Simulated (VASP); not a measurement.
Output of a VASP run:

OSZICAR:
```
       N       E                     dE             d eps       ncg     rms          rms(c)
DAV:   1     0.424967627095E+03    0.42497E+03   -0.33352E+04 10120   0.111E+03
DAV:   2     0.543796561020E+00   -0.42442E+03   -0.41440E+03 11092   0.319E+02
DAV:   3    -0.468518406640E+02   -0.47396E+02   -0.46266E+02 15120   0.589E+01
DAV:   4    -0.524735689675E+02   -0.56217E+01   -0.55540E+01 15712   0.211E+01
DAV:   5    -0.527975229992E+02   -0.32395E+00   -0.32227E+00 13804   0.420E+00    0.644E+01
DAV:   6    -0.515692018152E+02    0.12283E+01   -0.18307E+00 11920   0.556E+00    0.399E+01
DAV:   7    -0.513978139096E+02    0.17139E+00   -0.32868E+00 12408   0.681E+00    0.340E+00
DAV:   8    -0.513610544796E+02    0.36759E-01   -0.70170E-01 12124   0.284E+00    0.148E+00
DAV:   9    -0.513598688815E+02    0.11856E-02   -0.27582E-02 13164   0.575E-01    0.437E-01
DAV:  10    -0.513600686620E+02   -0.19978E-03   -0.37048E-03 13040   0.294E-01    0.322E-01
DAV:  11    -0.513601236064E+02   -0.54944E-04   -0.26638E-04 14436   0.689E-02    0.132E-01
DAV:  12    -0.513601169786E+02    0.66279E-05   -0.29784E-05 12632   0.262E-02    0.819E-02
DAV:  13    -0.513601118015E+02    0.51771E-05   -0.31570E-06  8748   0.984E-03    0.168E-02
DAV:  14    -0.513601135954E+02   -0.17939E-05   -0.22963E-06  7920   0.788E-03    0.900E-03
DAV:  15    -0.513601134647E+02    0.13070E-06   -0.19208E-07  6716   0.233E-03
   1 F= -.51360113E+02 E0= -.51360708E+02  d E =0.178473E-02
```

OUTCAR:
```
------------------------ aborting loop because EDIFF is reached ----------------------------------------
  FORCE on cell =-STRESS in cart. coord.  units (eV):
  Direction    XX          YY          ZZ          XY          YZ          ZX
  --------------------------------------------------------------------------------------
  Total        1.1760917      1.1761555      1.1806093     -0.0000002      0.0000000      0.0000000
  in kB        7.4552496      7.4556542      7.4838872     -0.0000012      0.0000000      0.0000000
  external PRESSURE =       7.4649303 kB  Pullay stress =       0.0000000 kB
  volume of cell :      252.75
      direct lattice vectors                 reciprocal lattice vectors
     3.566179000  0.000000000  0.000000000     0.280412172  0.161896068  0.000000000
    -3.566180000  6.176804000  0.000000000     0.000000000  0.161896023  0.000000000
     0.000000000  0.000000000 11.474205000     0.000000000  0.000000000  0.087152007
 POSITION                                       TOTAL-FORCE (eV/Angst)
 -----------------------------------------------------------------------------------
      0.00000      0.00000      0.00000        -0.000000     -0.000000      0.000000
     -1.78309      3.08840      0.00000        -0.000000     -0.000000      0.000000
      0.00000      0.00000      5.73710        -0.000000     -0.000000      0.000000
     -1.78309      3.08840      5.73710        -0.000000     -0.000000      0.000000
     -0.00000      2.05894      2.86855         0.000000     -0.000025     -0.000000
     -1.78309      5.14734      2.86855         0.000000     -0.000025     -0.000000
      1.78309      1.02946      8.60565        -0.000000      0.000025      0.000000
      0.00000      4.11787      8.60565        -0.000000      0.000025     -0.000000
 -----------------------------------------------------------------------------------
    total drift:                               -0.000000      0.000000      0.000000
  FREE ENERGIE OF THE ION-ELECTRON SYSTEM (eV)
  ---------------------------------------------------
  free  energy   TOTEN  =       -51.3601134647 eV

  energy  without entropy=      -51.3618981903  energy(sigma->0) =      -51.36070837
```
(Selected blocks of OUTCAR.)

File POSCAR:
```
Y
1
    3.5661790000     0.0000000000     0.0000000000
   -3.5661800000     6.1768040000     0.0000000000
    0.0000000000     0.0000000000    11.4742050000
Y
8
Direct
  0.0000000000   0.0000000000   0.0000000000
  0.0000000000   0.5000000000   0.0000000000
  0.0000000000   0.0000000000   0.5000000000
  0.0000000000   0.5000000000   0.5000000000
  0.3333330000   0.3333340000   0.2500000000
  0.3333330000   0.8333340000   0.2500000000
  0.6666670000   0.1666660000   0.7500000000
  0.6666670000   0.6666660000   0.7500000000
```

**Question.** Reconstruct the remaining input files.

**Answer.** This is not unique; one that fits is the input of the run itself, PBE GGA, plane waves, VASP's PBE PAW potentials (set 64).

### KPOINTS
```
Automatic mesh
0
Gamma
14 7 4
0 0 0
```

**INCAR**
```
SYSTEM = Y
PREC = Accurate
ENCUT = 300
EDIFF = 1E-6
NELM = 100
ALGO = Normal
LREAL = .FALSE.
LASPH = .TRUE.
ISMEAR = 1
SIGMA = 0.2
GGA = PE
LMAXMIX = 4
LWAVE = .FALSE.
LCHARG = .FALSE.
ISIF = 2
```

POTCAR, in this order: Y_sv (PBE.64 set). Program: vasp_std.

At this cut-off the stress carries a Pulay error, which pulls relaxed volumes low.

The structure was generated: Y was put into an ordered model structure, which need not be its known phase. The cell was not relaxed at this level. The run is one of a series of settings (KPOINTS 14×7×4 Γ-centred mesh against the base run), some of them coarse on purpose.
